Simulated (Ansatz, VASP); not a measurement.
**Zn2Se in two plane-wave programs**

Wanted: the spread between two codes on one cell, functional and k mesh. The cell is invented: As first built, before any earlier steps moved the atoms (in the runner's words): it takes the Cu2Se structure with some of its atoms replaced by other elements, volume scaled by an estimate. It may not be a known or stable phase. The cell is taken from a series of VASP runs on this material, whose earlier steps may have relaxed, scaled or displaced it; both programs get it as it stands.

Method: plane waves, with VASP 6.6.1 beside it; band structure at PBE, band structure at PBEsol and band structure at PBE, spin-orbit coupling, in Ansatz 0.2.0.

### 1. Set-up

The structure is cubic, space group Fm-3m (No. 225). Conventional cell: a = 6.418 Å, b = 6.418 Å, c = 6.418 Å, α = 90.00°, β = 90.00°, γ = 90.00°. Nearest to Se lie 8 Zn at 2.78 Å. Zn has 4 Se at 2.78 Å nearest. As first built, before any earlier steps moved the atoms (in the runner's words): sites of the Cu2Se structure (space group 225) filled with other elements, volume scaled by an estimate. Farther neighbours and most contacts between anions are not listed.

### 2. Ansatz: band structure, PBE

Ansatz runs on its default PAW (the set named soft_2) files.

With cell and atoms fixed, the geometry can't cause a difference; cores, projectors, grids and the points listed under the comparison can.

The input, input.yaml:

```yaml
crystal:
  lattice:
    - [0.0, 3.2091025107, 3.2091025107]
    - [3.2091025107, 0.0, 3.2091025107]
    - [3.2091025107, 3.2091025107, 0.0]
  atoms:
    - { symbol: Se, position: [0.0, 0.0, 0.0] }
    - { symbol: Zn, position: [0.75, 0.75, 0.75] }
    - { symbol: Zn, position: [0.25, 0.25, 0.25] }
hamiltonian:
  xc: pbe
  pseudopotentials: { kind: paw }
kpoints:
  mp_grid: { grid: [4, 4, 4] }
  band_path:
    path:
      - [0.0, 0.0, 0.0]
      - [0.16667, 0.0, 0.16667]
      - [0.33333, 0.0, 0.33333]
      - [0.5, 0.0, 0.5]
      - [0.5, 0.08333, 0.58333]
      - [0.5, 0.18333, 0.68333]
      - [0.5, 0.25, 0.75]
      - [0.45, 0.3, 0.75]
      - [0.40833, 0.34167, 0.75]
      - [0.35, 0.35, 0.7]
      - [0.225, 0.225, 0.45]
      - [0.075, 0.075, 0.15]
      - [0.03333, 0.03333, 0.03333]
      - [0.23333, 0.23333, 0.23333]
      - [0.4, 0.4, 0.4]
      - [0.51667, 0.46667, 0.51667]
      - [0.55833, 0.38333, 0.55833]
      - [0.60833, 0.28333, 0.60833]
      - [0.60833, 0.25, 0.64167]
      - [0.55833, 0.25, 0.69167]
      - [0.51667, 0.25, 0.73333]
      - [0.5, 0.3, 0.7]
      - [0.5, 0.38333, 0.61667]
      - [0.5, 0.48333, 0.51667]
      - [0.475, 0.475, 0.55]
      - [0.425, 0.425, 0.65]
      - [0.38333, 0.38333, 0.73333]
      - [0.59167, 0.18333, 0.59167]
      - [0.55, 0.1, 0.55]
      - [0.5, 0.0, 0.5]
    npoints: 1
scf:
  occupations: { method: gaussian, width: 0.02 }
  n_extra_bands: 7
output:
  forces: true
  stress: true
  eigenvalues: true
```

Started as:

```bash
ansatz run input.yaml --threads 2 --pin off --max-ram 4608MiB --backend cpu --events-out ev --progress --plain --runs-dir out
```

Numbers of over 12 decimals in the logs are rounded to 6 here.

Log:

```text
scf.n_extra_bands = 7 over 20 filled bands (N_el = 40.0): the run solves 27 bands
Engine: ansatz 0.2.0, aarch64-unknown-linux-gnu
Pseudopotentials: kind: paw
Pseudopotential: Se, paw, valence charge 16, recommended cutoff 420 eV (normal), Se.paw.azcp
Pseudopotential: Zn, paw, valence charge 12, recommended cutoff 420 eV (normal), Zn.paw.azcp
Functional definition: PBE
  parameter kappa = 0.804
  parameter beta = 0.066725
  exchange = pbe_x(kappa = kappa, mu = beta*pi^2/3)
  correlation = pbe_c(beta = beta)
Crystal: 3 atoms, lattice volume = 66.097 Å³
Basis set: ecut = 420 eV, 1291 PW (Γ), exchange–correlation on 64×64×64 points (8 copies of the dense FFT grid, shifted against one another)
Bands: 27, of which v1, the nominal top of the filled ones, is band 20 counted from 1 (19 counted from 0)
Symmetry: 48 space group operations
Space group: Fm-3m (ITA 225), of the structure as read, at distance tolerance 4.0e-5 Å
k-points: 8 of 64
Non-local potential: Se, projectors of the file, l = 0: 2, l = 1: 2, l = 2: 3, l = 3: 1
Non-local potential: Zn, projectors of the file, l = 0: 2, l = 1: 2, l = 2: 3, l = 3: 1
PAW form: soft (Blöchl's): semilocal exchange-correlation on the pseudo side does not see the compensation charge
PAW one-centre angular grid: Se, 590 points (default); XC on 64 Gauss nodes
PAW one-centre angular grid: Zn, 590 points (default); XC on 64 Gauss nodes
Initial density: superposition of atomic densities (neutral atoms: chi_scale 0, normalization atom), corrected by the library's trained network
Initial wavefunctions: pseudopotential atomic-orbital guess
Functional: x = pbe(κ = 0.804, μ = 0.219515), c = pbe(β = 0.066725)
SCF iter   1: F=—  HF=-12107.054238 eV  |F-HF|=—  |Δ(HF+E_count)|=         —  Δρ=2.41e-3  dr2=7.25e-3  ethr=1.77e-3  ⟨swp⟩=6.5  Hψ=1040  notcnv=0
preconditioner: auto → none  [insulator: Δε(μ)=0.192 eV  Ē_g=11.519 eV  σ=0.020 eV  W_gap=1.00  n_scr=14 (ndim 8)  ℏωp=25.0 eV  f_vac=0.069  D(μ)=0.00/eV (n_scr^D=0)  ε∞_Penn≈5.7]
SCF iter   2: F=—  HF=-12107.052729 eV  |F-HF|=—  |Δ(HF+E_count)|=   1.51e-3  Δρ=1.28e-3  dr2=1.01e-3  ethr=1.81e-5  ⟨swp⟩=2.2  Hψ=420  notcnv=0  defer=18
SCF iter   3: F=—  HF=-12107.052461 eV  |F-HF|=—  |Δ(HF+E_count)|=   2.68e-4  Δρ=4.71e-4  dr2=1.10e-4  ethr=2.52e-6  ⟨swp⟩=2.0  Hψ=390  notcnv=0  defer=18
SCF iter   4: F=—  HF=-12107.052524 eV  |F-HF|=—  |Δ(HF+E_count)|=   6.32e-5  Δρ=3.50e-4  dr2=4.10e-5  ethr=2.74e-7  ⟨swp⟩=2.0  Hψ=310  notcnv=0  defer=18
SCF iter   5: F=—  HF=-12107.052525 eV  |F-HF|=—  |Δ(HF+E_count)|=   3.42e-7  Δρ=5.56e-5  dr2=1.30e-6  ethr=1.02e-7  ⟨swp⟩=2.0  Hψ=290  notcnv=0  defer=18
SCF iter   6: F=-12107.052526 eV  HF=-12107.052526 eV  |F-HF|=2.65e-8  |Δ(HF+E_count)|=   1.41e-6  Δρ=8.90e-6  dr2=3.88e-8  ethr=2.50e-10  ⟨swp⟩=6.5  Hψ=1157  notcnv=0
SCF 1 converged in 6 iterations: F = -12107.052526 eV  dr2 = 3.88e-8
  greatest PAW one-centre occupation: 1.000 electrons in one spin orbital (limit 2), on the Se atom at site 0 (counted from 0), in its partial waves of l = 2
NSCF: frozen V_eff on 30 k-points
SCF converged after 6 iterations
Free energy (F): -12107.052526 eV
Harris-Foulkes:  -12107.052526 eV  (|F-HF|=2.65e-8)
Internal energy: -12107.052526 eV  (E = F + TS)
E sigma→0 (E₀):  -12107.052526 eV
Fermi energy:    7.815618 eV
--- Per-component energies (eV) ---
  E_band       = -368.897812
  E_kinetic    = 376.902823
  E_local      = -6060.131131  (includes V_loc(G=0)·N_el)
  E_nonlocal   = 632.140729
  E_hartree    = 2727.775832
  E_xc         = -376.532949
  E_vxc        = -199.059874  (∫ρ·V_xc dr)
  E_paw        = -5566.345118  (= ΣΔE_a)
  E_vpaw       = -574.298626  (= ΣTr[D̂ρ^β])
  E_aug_tail   = -0.001284  (compensation charges beyond the density's cutoff)
  E_ewald      = -3840.861427
  E_smearing   = -0.000000  (= −TS)
  E_closure    = -0.000000  (closes the sum)
  Σ components = -12107.052526   (vs F -12107.052526, Δ=0.00e0)
--- Forces (eV/Å), atoms counted from 1 ---
  atom   1  Se     0.00000000    -0.00000000    -0.00000000
  atom   2  Zn    -0.00000000    -0.00000000     0.00000000
  atom   3  Zn    -0.00000000    -0.00000000     0.00000000
  max |Σ_I F_I| component: 8.88e-16 eV/Å
--- Stress (GPa, compression-positive) ---
       -0.700236      -0.000000       0.000000
       -0.000000      -0.700236      -0.000000
       -0.000000       0.000000      -0.700236
  P = ⅓ Tr σ = -0.7002 GPa (-7.002 kbar)
--- Band table (eV; the first three rows and the last of 8) ---
  k-point 0: bands = [... 16 lower, 4.5521, 5.5108, 5.5108, 5.5108, 9.7091, 9.7091, 9.7091, 9.8525, ... 3 higher]
  k-point 1: bands = [... 16 lower, 2.7477, 5.1571, 5.1571, 6.0421, 9.0564, 10.3683, 10.3683, 12.5457, ... 3 higher]
  k-point 2: bands = [... 16 lower, 1.2717, 4.8870, 4.8870, 5.5740, 10.4727, 10.4727, 11.1607, 12.3983, ... 3 higher]
  k-point 7: bands = [... 16 lower, 2.4658, 2.4658, 3.4526, 9.0941, 9.0941, 10.1699, 10.1959, 14.3327, ... 3 higher]
```

Elapsed: 2.4 s, on 2 threads of Arm Neoverse N1, shared host; peak memory 0.31 GiB; 4.3 s of CPU time.

### 3. VASP: band structure, PBE

The same cell, functional, mesh and smearing now go to VASP, with its own data sets and cutoff.

Lines of VASP's logs that name or quote its potential files are left out, and so is its time.

The input, INCAR:

```
SYSTEM = Zn2Se
PREC = Accurate
ENCUT = 400
EDIFF = 1E-06
NELM = 100
ISMEAR = 0
SIGMA = 0.02
LREAL = .FALSE.
ALGO = Normal
GGA = PE
LORBIT = 11
LWAVE = .FALSE.
LCHARG = .FALSE.
KPAR = 4
```

The input, POSCAR:

```
Zn2Se
1.0
    0.0000000000      3.2091025107      3.2091025107
    3.2091025107      0.0000000000      3.2091025107
    3.2091025107      3.2091025107      0.0000000000
Se Zn
1 2
Direct
    0.0000000000      0.0000000000      0.0000000000
    0.7500000000      0.7500000000      0.7500000000
    0.2500000000      0.2500000000      0.2500000000
```

The input, KPOINTS:

```
Automatic mesh
0
Gamma
4 4 4
0 0 0
```

The input, KPOINTS_OPT:

```
Line mode
16
Line-mode
Reciprocal
  0.00000000   0.00000000   0.00000000 GAMMA
  0.50000000   0.00000000   0.50000000 X

  0.50000000   0.00000000   0.50000000 X
  0.50000000   0.25000000   0.75000000 W

  0.50000000   0.25000000   0.75000000 W
  0.37500000   0.37500000   0.75000000 K

  0.37500000   0.37500000   0.75000000 K
  0.00000000   0.00000000   0.00000000 GAMMA

  0.00000000   0.00000000   0.00000000 GAMMA
  0.50000000   0.50000000   0.50000000 L

  0.50000000   0.50000000   0.50000000 L
  0.62500000   0.25000000   0.62500000 U

  0.62500000   0.25000000   0.62500000 U
  0.50000000   0.25000000   0.75000000 W

  0.50000000   0.25000000   0.75000000 W
  0.50000000   0.50000000   0.50000000 L

  0.50000000   0.50000000   0.50000000 L
  0.37500000   0.37500000   0.75000000 K

  0.62500000   0.25000000   0.62500000 U
  0.50000000   0.00000000   0.50000000 X
```

Potentials, in the order of the species: Se and Zn (PBE family, release 64).

Started as:

```bash
mpirun -np 4 vasp_std
```

Log:

```text
[banner, memory and clock lines left out]
running    4 mpi-ranks, on    1 nodes
 distrk:  each k-point on    1 cores,    4 groups
 distr:  one band on    1 cores,    1 groups

 POSCAR found type information on POSCAR SeZn
 POSCAR found :  2 types and       3 ions
 LDA part: xc-table for (Slater+PW92), standard interpolation
 POSCAR, INCAR and KPOINTS ok, starting setup
 FFT: planning ... GRIDC
 FFT: planning ... GRID_SOFT
 FFT: planning ... GRID
 WAVECAR not read
 entering main loop
       N       E                     dE             d eps       ncg     rms          rms(c)
DAV:   1     0.139842400481E+03    0.13984E+03   -0.12857E+04   304   0.168E+03
DAV:   2     0.302010436186E+01   -0.13682E+03   -0.13354E+03   307   0.309E+02
DAV:   3    -0.569990154877E+01   -0.87200E+01   -0.86052E+01   370   0.826E+01
DAV:   4    -0.584450164036E+01   -0.14460E+00   -0.14437E+00   325   0.977E+00
DAV:   5    -0.584551395558E+01   -0.10123E-02   -0.10122E-02   327   0.770E-01    0.590E+00
DAV:   6    -0.564220160125E+01    0.20331E+00   -0.71103E-01   397   0.186E+01    0.391E+00
DAV:   7    -0.563848514707E+01    0.37165E-02   -0.14656E-01   313   0.349E+00    0.137E+00
DAV:   8    -0.563707335924E+01    0.14118E-02   -0.29367E-03   322   0.468E-01    0.391E-01
DAV:   9    -0.563705454625E+01    0.18813E-04   -0.93782E-04   310   0.214E-01    0.515E-02
DAV:  10    -0.563709782265E+01   -0.43276E-04   -0.71983E-05   307   0.669E-02    0.150E-02
DAV:  11    -0.563710781751E+01   -0.99949E-05   -0.12030E-05   315   0.240E-02    0.518E-03
DAV:  12    -0.563710855174E+01   -0.73423E-06   -0.23895E-06   245   0.136E-02
   1 F= -.56371086E+01 E0= -.56371086E+01  d E =-.908733E-10
 Start KPOINTS_OPT (optional k-point list driver)
k-point batch [1-8\160]
       N       E                     dE             ncg
DAV:   1     0.267166809609E+03   -0.89990E+03      304
DAV:   2    -0.861169316289E+03   -0.11283E+04      307
DAV:   3    -0.942611100655E+03   -0.81442E+02      351
DAV:   4    -0.944191262001E+03   -0.15802E+01      310
DAV:   5    -0.944203723119E+03   -0.12461E-01      325
DAV:   6    -0.944203880606E+03   -0.15749E-03      313
DAV:   7    -0.944203883554E+03   -0.29478E-05      258
DAV:   8    -0.944203883633E+03   -0.78923E-07      182
[...]
k-point batch [153-160\160]
       N       E                     dE             ncg
DAV:   1     0.557744544955E+02   -0.64888E+04      304
DAV:   2    -0.950402737829E+03   -0.10062E+04      307
DAV:   3    -0.100625191920E+04   -0.55849E+02      343
DAV:   4    -0.100703469631E+04   -0.78278E+00      349
DAV:   5    -0.100703885746E+04   -0.41611E-02      319
DAV:   6    -0.100703888738E+04   -0.29929E-04      349
DAV:   7    -0.100703888769E+04   -0.30170E-06      191
```

Parts of OUTCAR (step 3):

```text
ion  position               nearest neighbor table
   1  0.000  0.000  0.000-   2 2.78   2 2.78   2 2.78   2 2.78   3 2.78   3 2.78   3 2.78   3 2.78

  LATTYP: Found a face centered cubic cell.
 ALAT       =     6.4182050214

 Subroutine GETGRP returns: Found 48 space group operations
 (whereof 48 operations were pure point group operations)

The static configuration has the point symmetry O_h .

 Found      8 irreducible k-points:

   k-points           NKPTS =      8   k-points in BZ     NKDIM =      8   number of bands    NBANDS=     19

   dimension x,y,z NGX =    30 NGY =   30 NGZ =   30
   dimension x,y,z NGXF=    60 NGYF=   60 NGZF=   60

   ENCUT  =  400.0 eV  29.40 Ry    5.42 a.u.   7.40  7.40  7.40*2*pi/ulx,y,z

   NELECT =      30.0000    total number of electrons

 k-points in reciprocal lattice and weights: Automatic mesh
   0.00000000  0.00000000  0.00000000       0.016
   0.25000000  0.00000000  0.00000000       0.125
   0.50000000  0.00000000  0.00000000       0.062
   0.25000000  0.25000000  0.00000000       0.094
   0.50000000  0.25000000  0.00000000       0.375
  -0.25000000  0.25000000  0.00000000       0.188
   0.50000000  0.50000000  0.00000000       0.047
  -0.25000000  0.50000000  0.25000000       0.094

 average (electrostatic) potential at core
       1 -56.8735       2 -37.0836       3 -37.0836

 E-fermi :   2.4279

 k-point     1 :       0.0000    0.0000    0.0000
  band No.  band energies     occupation
    ...
     11      -4.2947      2.00000
     12      -0.8352      2.00000
     13       0.1234      2.00000
     14       0.1234      2.00000
     15       0.1234      2.00000
     16       4.3196      0.00000
     17       4.3196      0.00000
     18       4.3196      0.00000
     19       4.4622      0.00000

 k-point     2 :       0.2500    0.0000    0.0000
  band No.  band energies     occupation
    ...
     11      -4.3760      2.00000
     12      -2.6413      2.00000
     13      -0.2307      2.00000
     14      -0.2307      2.00000
     15       0.6540      2.00000
     16       3.6701      0.00000
     17       4.9784      0.00000
     18       4.9784      0.00000
     19       7.1595      0.00000

 k-point     3 :       0.5000    0.0000    0.0000
  band No.  band energies     occupation
    ...
     11      -4.4171      2.00000
     12      -4.1171      2.00000
     13      -0.5009      2.00000
     14      -0.5009      2.00000
     15       0.1854      2.00000
     16       5.0813      0.00000
     17       5.0814      0.00000
     18       5.7756      0.00000
     19       7.0144      0.00000

  Total       -0.3725867     -0.3725867     -0.3725867      0.0000000     -0.0000000      0.0000000
  in kB       -9.0314424     -9.0314424     -9.0314424      0.0000000     -0.0000000      0.0000000
  external PRESSURE =      -9.0314424 kB  Pullay stress =       0.0000000 kB

  energy-cutoff  :      400.00
  volume of cell :       66.10
      direct lattice vectors                 reciprocal lattice vectors
     0.000000000  3.209102511  3.209102511    -0.155806802  0.155806802  0.155806802
     3.209102511  0.000000000  3.209102511     0.155806802 -0.155806802  0.155806802
     3.209102511  3.209102511  0.000000000     0.155806802  0.155806802 -0.155806802

 POSITION                                       TOTAL-FORCE (eV/Angst)
 -----------------------------------------------------------------------------------
      0.00000      0.00000      0.00000         0.000000     -0.000000     -0.000000
      4.81365      4.81365      4.81365         0.000000      0.000000      0.000000
      1.60455      1.60455      1.60455        -0.000000     -0.000000     -0.000000
 -----------------------------------------------------------------------------------
    total drift:                               -0.000000      0.000000      0.000000

  FREE ENERGIE OF THE ION-ELECTRON SYSTEM (eV)
  ---------------------------------------------------
  free  energy   TOTEN  =        -5.6371085517 eV

  energy  without entropy=       -5.6371085516  energy(sigma->0) =       -5.63710855

 total charge
# of ion       s       p       d       tot
------------------------------------------
    1        1.526   2.169   0.049   3.743
    2        0.644   0.241   9.746  10.631
    3        0.644   0.241   9.746  10.631
--------------------------------------------------
tot          2.814   2.651  19.540  25.005

[... 3 further parts left out ...]
```

Spin-orbit coupling is off here; it would split degenerate levels.

### 4. Differences

Known differences besides the potentials themselves: the data sets hold 40 valence electrons in Ansatz (default PAW (the set named soft_2) files) and 30 in VASP; the cutoff is 420 eV in Ansatz and 400 eV in VASP; VASP leaves aspherical gradient terms in its spheres out (LASPH is not set), Ansatz keeps them. Total energies have different zeros and are not compared.

Compared:

```tsv
quantity	Ansatz	VASP	difference
pressure (GPa)	-0.70	-0.90	+0.20
```

Levels from 3 eV below to 2 eV above the Fermi level differ by 1 meV r.m.s. and 3 meV at most; each VASP level is matched to the nearest of Ansatz, which flatters the figure a little. Ansatz's pressure holds a Pulay correction of 0.05 GPa; VASP's holds none.

### 5. Ansatz: band structure, PBEsol

A single point gives forces, pressure and levels at one fixed geometry, so differences don't come from the geometry; what else differs is listed under the comparison.

The cell is taken from a series of VASP runs on this material, whose earlier steps may have relaxed, scaled or displaced it; both programs get it as it stands.

Edit input.yaml of step 2 so:

```diff
@@ -10,3 +10,3 @@
 hamiltonian:
-  xc: pbe
+  xc: pbesol
   pseudopotentials: { kind: paw }
```

Started as:

```bash
ansatz run input.yaml --threads 2 --pin off --max-ram 4608MiB --backend cpu --events-out ev --progress --plain --runs-dir out
```

Log:

```text
[...]
Crystal: 3 atoms, lattice volume = 66.097 Å³
Basis set: ecut = 420 eV, 1291 PW (Γ), exchange–correlation on 64×64×64 points (8 copies of the dense FFT grid, shifted against one another)
Bands: 27, of which v1, the nominal top of the filled ones, is band 20 counted from 1 (19 counted from 0)
Symmetry: 48 space group operations
[...]
k-points: 8 of 64
[...]
k-point 0: bands = [... 16 lower, 4.3521, 5.3645, 5.3645, 5.3645, 9.5211, 9.5211, 9.5211, 9.6857, ... 3 higher]
  k-point 1: bands = [... 16 lower, 2.5784, 5.0076, 5.0076, 5.8575, 8.8882, 10.1796, 10.1796, 12.3294, ... 3 higher]
  k-point 2: bands = [... 16 lower, 1.0971, 4.7362, 4.7362, 5.3897, 10.2766, 10.2766, 11.0027, 12.1435, ... 3 higher]
  k-point 7: bands = [... 16 lower, 2.3043, 2.3043, 3.2800, 8.9305, 8.9305, 9.9632, 9.9728, 14.1446, ... 3 higher]
[key lines of the parts left out:]
SCF converged after 6 iterations
Free energy (F): -11985.717740 eV
Fermi energy:    7.606052 eV
P = ⅓ Tr σ = -3.8401 GPa (-38.401 kbar)
```

Run time: 2.5 s. Hardware: 2 threads; peak memory 0.31 GiB.

(Continued in part 2 of 2.)

[Lines on the potential files, build, host, timing and source positions are cut from VASP's logs without a mark.]

[Logs are printed without paths, hosts, clocks, repeated set-up lines and the standing remarks that a program may print on its own settings, such as how far it seeks lower states.]

[Hosts, paths, dates, database ids (printed as entryN), source tags and the programs' standing remarks are cut or masked in the printed files.]
